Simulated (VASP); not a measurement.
```
BP
1.0
    0.00000     2.23963     2.23963
    2.23963     0.00000     2.23963
    2.23963     2.23963     0.00000
B P
1 1
Cartesian
  0.00000   0.00000   0.00000
  1.11981   1.11981   1.11981
```

Level of theory: PBEsol GGA, VASP's PBE PAW potentials (set 64) (plane waves; VASP). Run with 620 eV cut-off, 10×10×10 Γ-centred mesh, Gaussian smearing of 0.050 eV, potentials B P.

**Question.** Predict the energy per atom (σ→0), pressure.

**Answer.** 
| Item | Value |
|---|---|
| energy per atom (σ→0) | -6.833 eV/atom |
| pressure | 4.98 GPa |

Only differences to runs with the same potentials and settings are physical.

The structure was generated: BP was put into the zinc blende type (F-43m), which need not be its known phase. It was relaxed first under an external pressure of 5 GPa.
